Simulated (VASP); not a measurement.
Calculation: PBEsol GGA, VASP's PBE PAW potentials (set 64) (plane waves; VASP 6.6.1).

A VASP calculation is set up with these files.

### POSCAR
```
Ta
1
    2.7085440752     0.0000000000     0.0000000000
    0.0000000000     2.7085440752     0.0000000000
    0.0000000000     0.0000000000     2.7085440752
Ta
1
Direct
  0.0000000000   0.0000000000   0.0000000000
```

INCAR:
```
! general
SYSTEM   =  Ta
PREC     =  Accurate
ENCUT    =  400
LREAL    =  F
LASPH    =  T

! electronic loop
EDIFF    =  1E-7
NELM     =  100
ALGO     =  Normal
LMAXMIX  =  6

! smearing
ISMEAR   =  -5

! functional
GGA      =  PS

! ions
ISIF     =  2

! output
LWAVE    =  F
LCHARG   =  T
LORBIT   =  11
NEDOS    =  601
```

KPOINTS:
```
Automatic mesh
0
Gamma
15 15 15
0 0 0
```

POTCAR, in this order: Ta_pv (PBE.64 set). Program: vasp_std.

Unless said otherwise, spin-orbit coupling is left out, though it shifts the bands of the heavy elements here.

Q: Estimate the energy per atom (σ→0), band gap (on the k-mesh).

A: 
The energy per atom (σ→0) comes out as -11.391 eV/atom and the band gap (on the k-mesh) is none (metal, semimetal or under 0.01 eV).

**OSZICAR**
```
...
DAV:   7    -0.113939317769E+02    0.79295E-01   -0.27766E-01  2256   0.536E+00    0.556E-01
DAV:   8    -0.113913300784E+02    0.26017E-02   -0.55317E-03  2210   0.853E-01    0.656E-02
DAV:   9    -0.113913592499E+02   -0.29172E-04   -0.13820E-04  2337   0.144E-01    0.341E-02
DAV:  10    -0.113913665822E+02   -0.73323E-05   -0.43013E-06  2656   0.269E-02    0.800E-03
DAV:  11    -0.113913634918E+02    0.30904E-05   -0.40091E-07  2240   0.839E-03    0.267E-04
DAV:  12    -0.113913636416E+02   -0.14976E-06   -0.27131E-09  1111   0.598E-04    0.277E-04
DAV:  13    -0.113913636427E+02   -0.11214E-08   -0.26169E-10  1083   0.200E-04
   1 F= -.11391364E+02 E0= -.11391364E+02  d E =0.000000E+00
```

The structure was generated: Ta was put into the simple-cubic type (Pm-3m), which need not be its known phase. It was relaxed first.
